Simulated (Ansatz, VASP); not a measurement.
**MgSiS3 in two plane-wave programs**

Wanted: the spread between two codes on one cell, functional and k mesh. The cell is generated by rule, not measured, and may not be a known phase. The cell is taken from a series of runs on this material, whose earlier steps may have relaxed, scaled, displaced or heated it; both programs get it as it stands.

Main program and level: Ansatz 0.2.0; plane waves, with VASP 6.6.1 beside it; zone-centre phonons at LDA.

The structure was built from a prototype and need not be the compound's stable phase.

## Step 1: The structure

Symmetry: Pm-3m, No. 221, cubic system. The conventional cell has a = 4.469 Å, b = 4.469 Å, c = 4.469 Å, α = 90.00°, β = 90.00°, γ = 90.00°. Nearest to Mg lie 12 S at 3.16 Å. Si has 6 S at 2.23 Å nearest. S has 2 Si at 2.23 Å and 4 Mg at 3.16 Å nearest. Farther neighbours and most contacts between anions are not listed.

## Step 2: VASP: zone-centre phonons, LDA

Second derivatives magnify differences that forces hide, and they need a tight electronic threshold.

Lines of VASP's logs that name or quote its potential files are left out, and so is its time.

File INCAR:

```
SYSTEM = MgSiS3
PREC = Accurate
ENCUT = 600
EDIFF = 1E-08
NELM = 120
ISMEAR = 1
SIGMA = 0.2
LREAL = .FALSE.
ALGO = Normal
GGA = CA
NBANDS = 18
LORBIT = 11
LWAVE = .FALSE.
LCHARG = .FALSE.
ISIF = 2
IBRION = 8
LASPH = .TRUE.
GGA_COMPAT = .FALSE.
KPAR = 2
```

File POSCAR:

```
MgSiS3
1.0
    4.4685187904      0.0000000000      0.0000000000
    0.0000000000      4.4685187904      0.0000000000
    0.0000000000      0.0000000000      4.4685187904
Mg Si S
1 1 3
Direct
    0.0000000000      0.0000000000      0.0000000000
    0.5000000000      0.5000000000      0.5000000000
    0.5000000000      0.5000000000      0.0000000000
    0.5000000000      0.0000000000      0.5000000000
    0.0000000000      0.5000000000      0.5000000000
```

File KPOINTS:

```
Automatic mesh
0
Gamma
8 8 8
0 0 0
```

The projector-augmented-wave data sets are Mg, Si and S (LDA family, release 64).

Started as:

```console
$ mpirun -np 2 vasp_std
```

Numbers of over 12 decimals in the logs are rounded to 6 here.

Log:

```text
[banner, memory and clock lines left out]
running    2 mpi-ranks, on    1 nodes
 distrk:  each k-point on    1 cores,    2 groups
 distr:  one band on    1 cores,    1 groups

 POSCAR found type information on POSCAR MgSiS
 POSCAR found :  3 types and       5 ions
 LDA part: xc-table for (Slater(with rela. corr.)+CA(PZ))
 , standard interpolation
 POSCAR, INCAR and KPOINTS ok, starting setup
 FFT: planning ... GRIDC
 FFT: planning ... GRID_SOFT
 FFT: planning ... GRID
 WAVECAR not read
 entering main loop
       N       E                     dE             d eps       ncg     rms          rms(c)
DAV:   1     0.113012558966E+03    0.11301E+03   -0.11618E+04  1260   0.129E+03
DAV:   2    -0.156199912309E+02   -0.12863E+03   -0.12485E+03  1710   0.194E+02
DAV:   3    -0.243433780818E+02   -0.87234E+01   -0.86335E+01  1526   0.565E+01
DAV:   4    -0.244697467002E+02   -0.12637E+00   -0.12615E+00  1724   0.778E+00
DAV:   5    -0.244714150583E+02   -0.16684E-02   -0.16682E-02  1638   0.875E-01    0.131E+01
DAV:   6    -0.234803108723E+02    0.99110E+00   -0.15827E+00  1404   0.522E+00    0.858E+00
DAV:   7    -0.233025863506E+02    0.17772E+00   -0.55749E-01  1592   0.296E+00    0.300E+00
DAV:   8    -0.232898611184E+02    0.12725E-01   -0.42299E-02  1546   0.108E+00    0.334E-01
DAV:   9    -0.232891258768E+02    0.73524E-03   -0.19943E-03  1530   0.269E-01    0.128E-01
DAV:  10    -0.232890125057E+02    0.11337E-03   -0.54148E-04  1632   0.115E-01    0.394E-02
DAV:  11    -0.232889894466E+02    0.23059E-04   -0.60775E-05  1524   0.442E-02    0.144E-02
DAV:  12    -0.232889858820E+02    0.35646E-05   -0.22779E-05  1650   0.213E-02    0.406E-03
DAV:  13    -0.232889856232E+02    0.25881E-06   -0.18972E-06  1562   0.748E-03    0.128E-03
DAV:  14    -0.232889856261E+02   -0.29745E-08   -0.64215E-08  1778   0.134E-03
   1 F= -.23288986E+02 E0= -.23290054E+02  d E =0.320497E-02
 Linear response reoptimize wavefunctions to high precision
DAV:   1    -0.232889856203E+02    0.58401E-08   -0.27939E-08  1614   0.774E-04
DAV:   2    -0.232889856204E+02   -0.10073E-09   -0.79538E-10   872   0.180E-04
DAV:   3    -0.232889856204E+02   -0.33879E-10   -0.58942E-11   760   0.562E-05
 Linear response DOF=           4
 Linear response progress:
  Degree of freedom:   1/  4
       N       E                     dE             d eps       ncg     rms          rms(c)
RMM:   1    -0.205360814333E-02   -0.20536E-02   -0.12136E-03  4700   0.291E-01
RMM:   2    -0.200793350799E-02    0.45675E-04   -0.13271E-04  4300   0.632E-02    0.375E-02
RMM:   3    -0.197049735866E-02    0.37436E-04   -0.18132E-05  4488   0.180E-02    0.216E-02
RMM:   4    -0.194233611747E-02    0.28161E-04   -0.70252E-06  4453   0.117E-02    0.639E-03
RMM:   5    -0.192712822805E-02    0.15208E-04   -0.14987E-06  4439   0.535E-03    0.900E-04
RMM:   6    -0.192579047613E-02    0.13378E-05   -0.17934E-07  4589   0.186E-03    0.543E-04
RMM:   7    -0.192478028344E-02    0.10102E-05   -0.24419E-08  4579   0.621E-04    0.962E-05
RMM:   8    -0.192462801780E-02    0.15227E-06   -0.22204E-09  4780   0.200E-04    0.703E-05
RMM:   9    -0.192469211261E-02   -0.64095E-07   -0.19832E-09  4705   0.162E-04    0.235E-05
RMM:  10    -0.192470972664E-02   -0.17614E-07   -0.13244E-09  4800   0.424E-05    0.491E-06
RMM:  11    -0.192470831930E-02    0.14073E-08   -0.11375E-09  5123   0.135E-05    0.215E-06
 first order change of Fermi-energy   0.35264E-04
 force on displaced ion       1 direction 1 :   1.637  -0.000   0.000
 Linear response progress:
  Degree of freedom:   2/  4
       N       E                     dE             d eps       ncg     rms          rms(c)
RMM:   1    -0.253047258296E-01   -0.25305E-01    0.49001E-02  5949   0.109E+00
RMM:   2    -0.234079848086E-01    0.18967E-02   -0.21520E-03  4246   0.266E-01    0.257E-01
RMM:   3    -0.232598660259E-01    0.14812E-03   -0.73560E-04  4259   0.108E-01    0.137E-01
RMM:   4    -0.233809942340E-01   -0.12113E-03   -0.26619E-04  4479   0.635E-02    0.342E-02
RMM:   5    -0.233437698695E-01    0.37224E-04   -0.31193E-05  4364   0.230E-02    0.513E-03
RMM:   6    -0.233622095270E-01   -0.18440E-04   -0.22389E-06  4495   0.664E-03    0.139E-03
RMM:   7    -0.233578188557E-01    0.43907E-05   -0.10387E-07  4708   0.175E-03    0.553E-04
RMM:   8    -0.233564733095E-01    0.13455E-05    0.12711E-09  4674   0.658E-04    0.285E-04
RMM:   9    -0.233569048180E-01   -0.43151E-06    0.10459E-09  4763   0.286E-04    0.416E-05
RMM:  10    -0.233570595822E-01   -0.15476E-06    0.34291E-08  4936   0.971E-05    0.230E-05
RMM:  11    -0.233570089597E-01    0.50622E-07    0.38283E-08  4887   0.548E-05    0.917E-06
RMM:  12    -0.233570109724E-01   -0.20126E-08   -0.94086E-09  5171   0.290E-05    0.249E-06
 first order change of Fermi-energy  -0.37538E-04
 force on displaced ion       2 direction 1 :  -3.675  -0.000  -0.000
 Linear response progress:
  Degree of freedom:   3/  4
       N       E                     dE             d eps       ncg     rms          rms(c)
RMM:   1    -0.114980888512E+00   -0.11498E+00   -0.24427E-02  9795   0.184E+00
RMM:   2    -0.110899172623E+00    0.40817E-02   -0.41212E-03  7114   0.334E-01    0.666E-02
RMM:   3    -0.111379942942E+00   -0.48077E-03   -0.26053E-04  7013   0.714E-02    0.380E-02
RMM:   4    -0.111794436017E+00   -0.41449E-03   -0.98044E-05  7203   0.378E-02    0.169E-02
RMM:   5    -0.111802596912E+00   -0.81609E-05   -0.86226E-06  7617   0.135E-02    0.510E-03
RMM:   6    -0.111813693208E+00   -0.11096E-04   -0.64078E-07  7866   0.237E-03    0.341E-03
RMM:   7    -0.111818288654E+00   -0.45954E-05   -0.46060E-07  7802   0.139E-03    0.735E-04
RMM:   8    -0.111817842357E+00    0.44630E-06   -0.44675E-07  7988   0.380E-04    0.392E-04
RMM:   9    -0.111819607802E+00   -0.17654E-05   -0.48626E-07  7458   0.257E-04    0.428E-05
RMM:  10    -0.111819331523E+00    0.27628E-06    0.98032E-08  8424   0.977E-05    0.180E-05
RMM:  11    -0.111819265590E+00    0.65932E-07   -0.64084E-07  8685   0.694E-05    0.505E-06
RMM:  12    -0.111819251069E+00    0.14521E-07   -0.69234E-07  8700   0.604E-05    0.169E-06
RMM:  13    -0.111819251004E+00    0.65258E-10   -0.58021E-07  7473   0.574E-05    0.110E-06
RMM:  14    -0.111819250053E+00    0.95136E-09   -0.56835E-07  6894   0.571E-05    0.368E-07
RMM:  15    -0.111819251037E+00   -0.98478E-09   -0.57210E-07  6156   0.569E-05    0.112E-07
RMM:  16    -0.111819251580E+00   -0.54266E-09   -0.59120E-07  6010   0.569E-05    0.249E-08
 first order change of Fermi-energy   0.16399E-03
 force on displaced ion       3 direction 1 :   3.111   0.000   0.000
 Linear response progress:
  Degree of freedom:   4/  4
       N       E                     dE             d eps       ncg     rms          rms(c)
RMM:   1    -0.122764435252E+00   -0.12276E+00    0.19441E-02  5955   0.205E+00
RMM:   2    -0.114985736889E+00    0.77787E-02   -0.62277E-03  4268   0.430E-01    0.299E-01
RMM:   3    -0.115265302456E+00   -0.27957E-03   -0.11274E-03  4326   0.141E-01    0.139E-01
RMM:   4    -0.115727739344E+00   -0.46244E-03   -0.35774E-04  4527   0.725E-02    0.310E-02
RMM:   5    -0.115684544858E+00    0.43194E-04   -0.37606E-05  4410   0.270E-02    0.823E-03
RMM:   6    -0.115713342023E+00   -0.28797E-04   -0.16553E-06  4604   0.607E-03    0.476E-03
RMM:   7    -0.115737714153E+00   -0.24372E-04   -0.76461E-07  4679   0.356E-03    0.841E-04
RMM:   8    -0.115732835888E+00    0.48783E-05   -0.10567E-07  4614   0.134E-03    0.740E-04
RMM:   9    -0.115736331161E+00   -0.34953E-05   -0.27086E-08  4738   0.508E-04    0.161E-04
RMM:  10    -0.115736114662E+00    0.21650E-06    0.13494E-07  4979   0.165E-04    0.109E-04
RMM:  11    -0.115736097364E+00    0.17298E-07   -0.24106E-07  5045   0.759E-05    0.141E-05
RMM:  12    -0.115736109415E+00   -0.12051E-07   -0.73560E-09  5240   0.569E-05    0.447E-06
RMM:  13    -0.115736105615E+00    0.37999E-08   -0.64584E-08  5200   0.502E-05    0.116E-06
 first order change of Fermi-energy  -0.88972E-04
 force on displaced ion       3 direction 3 :  -0.000   0.000 -13.714
 Linear response finished
```

OUTCAR, selected parts (step 2):

```text
ion  position               nearest neighbor table
   1  0.000  0.000  0.000-   3 3.16   4 3.16   5 3.16   4 3.16   5 3.16   3 3.16   5 3.16   5 3.16
                             3 3.16   4 3.16   4 3.16   3 3.16
   2  0.500  0.500  0.500-   3 2.23   4 2.23   5 2.23   3 2.23   4 2.23   5 2.23
   3  0.500  0.500  0.000-   2 2.23   2 2.23   1 3.16   1 3.16   1 3.16   1 3.16
   4  0.500  0.000  0.500-   2 2.23   2 2.23   1 3.16   1 3.16   1 3.16   1 3.16
   5  0.000  0.500  0.500-   2 2.23   2 2.23   1 3.16   1 3.16   1 3.16   1 3.16

  LATTYP: Found a simple cubic cell.
 ALAT       =     4.4685187904

 Subroutine GETGRP returns: Found 48 space group operations
 (whereof 48 operations were pure point group operations)

The static configuration has the point symmetry O_h .

 Found     35 irreducible k-points:

   k-points           NKPTS =     35   k-points in BZ     NKDIM =     35   number of bands    NBANDS=     18

   dimension x,y,z NGX =    36 NGY =   36 NGZ =   36
   dimension x,y,z NGXF=    72 NGYF=   72 NGZF=   72

   ENCUT  =  600.0 eV  44.10 Ry    6.64 a.u.   8.92  8.92  8.92*2*pi/ulx,y,z

   NELECT =      24.0000    total number of electrons

 k-points in reciprocal lattice and weights: Automatic mesh
   0.00000000  0.00000000  0.00000000       0.002
   0.12500000  0.00000000  0.00000000       0.012
   0.25000000  0.00000000  0.00000000       0.012
   0.37500000  0.00000000  0.00000000       0.012
   0.50000000  0.00000000  0.00000000       0.006
   0.12500000  0.12500000  0.00000000       0.023
   0.25000000  0.12500000  0.00000000       0.047
   0.37500000  0.12500000  0.00000000       0.047
   0.50000000  0.12500000  0.00000000       0.023
[...]
0.50000000  0.50000000  0.37500000       0.012
   0.50000000  0.50000000  0.50000000       0.002

 average (electrostatic) potential at core
       1 -37.2643       2 -86.3162       3 -86.1409       4 -86.1409       5 -86.1409

  Total       -0.1480053     -0.1480053     -0.1480053      0.0000000      0.0000000     -0.0000000
  in kB       -2.6576465     -2.6576465     -2.6576465      0.0000000      0.0000000     -0.0000000
[...]
POSITION                                       TOTAL-FORCE (eV/Angst)
 -----------------------------------------------------------------------------------
      0.00000      0.00000      0.00000         0.000000      0.000000      0.000000
      2.23426      2.23426      2.23426         0.000000      0.000000      0.000000
      2.23426      2.23426      0.00000         0.000000      0.000000      0.000000
      2.23426      0.00000      2.23426         0.000000      0.000000      0.000000
      0.00000      2.23426      2.23426         0.000000      0.000000      0.000000
 -----------------------------------------------------------------------------------
    total drift:                                0.000000      0.000000      0.000000

 Eigenvectors and eigenvalues of the dynamical matrix
 ----------------------------------------------------

   1 f  =   12.221510 THz    76.790013 2PiTHz  407.665695 cm-1    50.544082 meV
             X         Y         Z           dx          dy          dz
      0.000000  0.000000  0.000000    -0.000798    0.015713   -0.000000
      2.234259  2.234259  2.234259    -0.024264    0.477801    0.000000
      2.234259  2.234259  0.000000    -0.009522    0.187503   -0.000000
      2.234259  0.000000  2.234259    -0.009522   -0.835806    0.000000
      0.000000  2.234259  2.234259     0.042444    0.187503    0.000000

   2 f  =   12.221510 THz    76.790013 2PiTHz  407.665695 cm-1    50.544082 meV
             X         Y         Z           dx          dy          dz
      0.000000  0.000000  0.000000     0.000000   -0.000000    0.015733
      2.234259  2.234259  2.234259     0.000000   -0.000000    0.478417
      2.234259  2.234259  0.000000     0.000000   -0.000000   -0.836883
      2.234259  0.000000  2.234259     0.000000    0.000000    0.187745
      0.000000  2.234259  2.234259    -0.000000   -0.000000    0.187745

   3 f  =   12.221510 THz    76.790013 2PiTHz  407.665695 cm-1    50.544082 meV
             X         Y         Z           dx          dy          dz
      0.000000  0.000000  0.000000     0.015713    0.000798    0.000000
      2.234259  2.234259  2.234259     0.477801    0.024264   -0.000000
      2.234259  2.234259  0.000000     0.187503    0.009522    0.000000
      2.234259  0.000000  2.234259     0.187503   -0.042444   -0.000000
      0.000000  2.234259  2.234259    -0.835806    0.009522    0.000000

   4 f  =    0.009884 THz     0.062103 2PiTHz    0.329694 cm-1     0.040877 meV
             X         Y         Z           dx          dy          dz
      0.000000  0.000000  0.000000     0.130072   -0.371707    0.058167
      2.234259  2.234259  2.234259     0.144927   -0.414158    0.064810
      2.234259  2.234259  0.000000     0.150753   -0.430807    0.068391
      2.234259  0.000000  2.234259     0.150753   -0.437040    0.067415
      0.000000  2.234259  2.234259     0.152934   -0.430807    0.067415

   5 f  =    0.009884 THz     0.062103 2PiTHz    0.329694 cm-1     0.040877 meV
             X         Y         Z           dx          dy          dz
      0.000000  0.000000  0.000000    -0.374556   -0.133737   -0.017050
      2.234259  2.234259  2.234259    -0.417332   -0.149010   -0.018997
      2.234259  2.234259  0.000000    -0.434108   -0.155000   -0.020046
      2.234259  0.000000  2.234259    -0.434108   -0.157243   -0.019760
      0.000000  2.234259  2.234259    -0.440390   -0.155000   -0.019760

   6 f  =    0.009884 THz     0.062103 2PiTHz    0.329694 cm-1     0.040877 meV
             X         Y         Z           dx          dy          dz
      0.000000  0.000000  0.000000     0.035461   -0.049159   -0.393439
      2.234259  2.234259  2.234259     0.039511   -0.054773   -0.438371
      2.234259  2.234259  0.000000     0.041100   -0.056975   -0.462592
      2.234259  0.000000  2.234259     0.041100   -0.057799   -0.455994
      0.000000  2.234259  2.234259     0.041694   -0.056975   -0.455994

   7 f/i=    0.806293 THz     5.066087 2PiTHz   26.895033 cm-1     3.334558 meV
             X         Y         Z           dx          dy          dz
      0.000000  0.000000  0.000000    -0.136090   -0.506299    0.044579
      2.234259  2.234259  2.234259     0.184610    0.686809   -0.060473
      2.234259  2.234259  0.000000    -0.067010   -0.249300   -0.023884
      2.234259  0.000000  2.234259    -0.067010    0.271251    0.021951
      0.000000  2.234259  2.234259     0.072911   -0.249300    0.021951

   8 f/i=    0.806293 THz     5.066087 2PiTHz   26.895033 cm-1     3.334558 meV
             X         Y         Z           dx          dy          dz
      0.000000  0.000000  0.000000     0.507725   -0.137538   -0.012087
      2.234259  2.234259  2.234259    -0.688742    0.186574    0.016397
      2.234259  2.234259  0.000000     0.250001   -0.067723    0.006476
      2.234259  0.000000  2.234259     0.250001    0.073686   -0.005952
      0.000000  2.234259  2.234259    -0.272015   -0.067723   -0.005952

   9 f/i=    0.806293 THz     5.066087 2PiTHz   26.895033 cm-1     3.334558 meV
             X         Y         Z           dx          dy          dz
      0.000000  0.000000  0.000000    -0.023284   -0.039891   -0.524131
      2.234259  2.234259  2.234259     0.031585    0.054113    0.710998
      2.234259  2.234259  0.000000    -0.011465   -0.019642    0.280805
      2.234259  0.000000  2.234259    -0.011465    0.021372   -0.258080
      0.000000  2.234259  2.234259     0.012474   -0.019642   -0.258080

  10 f/i=    5.377059 THz    33.785056 2PiTHz  179.359370 cm-1    22.237718 meV
             X         Y         Z           dx          dy          dz
      0.000000  0.000000  0.000000     0.145374   -0.681243   -0.281446
      2.234259  2.234259  2.234259     0.049311   -0.231078   -0.095467
      2.234259  2.234259  0.000000    -0.083174    0.389765    0.012383
      2.234259  0.000000  2.234259    -0.083174    0.029972    0.161026
      0.000000  2.234259  2.234259    -0.006396    0.389765    0.161026

  11 f/i=    5.377059 THz    33.785056 2PiTHz  179.359370 cm-1    22.237718 meV
             X         Y         Z           dx          dy          dz
      0.000000  0.000000  0.000000    -0.733758   -0.106501   -0.121219
      2.234259  2.234259  2.234259    -0.248891   -0.036125   -0.041118
      2.234259  2.234259  0.000000     0.419811    0.060933    0.005333
      2.234259  0.000000  2.234259     0.419811    0.004686    0.069354
      0.000000  2.234259  2.234259     0.032283    0.060933    0.069354

  12 f/i=    5.377059 THz    33.785056 2PiTHz  179.359370 cm-1    22.237718 meV
             X         Y         Z           dx          dy          dz
      0.000000  0.000000  0.000000    -0.070020   -0.298334    0.685953
      2.234259  2.234259  2.234259    -0.023751   -0.101195    0.232676
      2.234259  2.234259  0.000000     0.040061    0.170688   -0.030179
      2.234259  0.000000  2.234259     0.040061    0.013126   -0.392459
      0.000000  2.234259  2.234259     0.003081    0.170688   -0.392459

  13 f/i=    6.869201 THz    43.160460 2PiTHz  229.131868 cm-1    28.408718 meV
             X         Y         Z           dx          dy          dz
      0.000000  0.000000  0.000000    -0.000000    0.000000    0.000000
      2.234259  2.234259  2.234259     0.000000    0.000000    0.000000
      2.234259  2.234259  0.000000    -0.082347   -0.694938   -0.000000
      2.234259  0.000000  2.234259     0.082347   -0.000000   -0.101390
      0.000000  2.234259  2.234259     0.000000    0.694938    0.101390

  14 f/i=    6.869201 THz    43.160460 2PiTHz  229.131868 cm-1    28.408718 meV
             X         Y         Z           dx          dy          dz
      0.000000  0.000000  0.000000     0.000000   -0.000000   -0.000000
      2.234259  2.234259  2.234259     0.000000   -0.000000   -0.000000
      2.234259  2.234259  0.000000    -0.012279   -0.100644    0.000000
      2.234259  0.000000  2.234259     0.012279    0.000000    0.699800
      0.000000  2.234259  2.234259    -0.000000    0.100644   -0.699800

  15 f/i=    6.869201 THz    43.160460 2PiTHz  229.131868 cm-1    28.408718 meV
             X         Y         Z           dx          dy          dz
      0.000000  0.000000  0.000000     0.000000   -0.000000    0.000000
      2.234259  2.234259  2.234259     0.000000    0.000000    0.000000
      2.234259  2.234259  0.000000     0.702188   -0.083257   -0.000000
      2.234259  0.000000  2.234259    -0.702188    0.000000    0.000347
      0.000000  2.234259  2.234259     0.000000    0.083257   -0.000347

 ELASTIC MODULI CONTR FROM IONIC RELAXATION (kBar)
 Direction    XX          YY          ZZ          XY          YZ          ZX
 --------------------------------------------------------------------------------
 XX           0.0000      0.0000      0.0000      0.0000      0.0000      0.0000
 YY           0.0000      0.0000      0.0000      0.0000      0.0000      0.0000
 ZZ           0.0000      0.0000      0.0000      0.0000      0.0000      0.0000
 XY           0.0000      0.0000      0.0000      0.0000      0.0000      0.0000
 YZ           0.0000      0.0000      0.0000      0.0000      0.0000      0.0000
 ZX           0.0000      0.0000      0.0000      0.0000      0.0000      0.0000
 --------------------------------------------------------------------------------
```

(Part 1 of 2 ends here.)

[Lines on the potential files, build, host, timing and source positions are cut from VASP's logs without a mark.]

[Logs are printed without paths, hosts, clocks, repeated set-up lines and the standing remarks that a program may print on its own settings, such as how far it seeks lower states.]

[Hosts, paths, dates, database ids (printed as entryN), source tags and the programs' standing remarks are cut or masked in the printed files.]
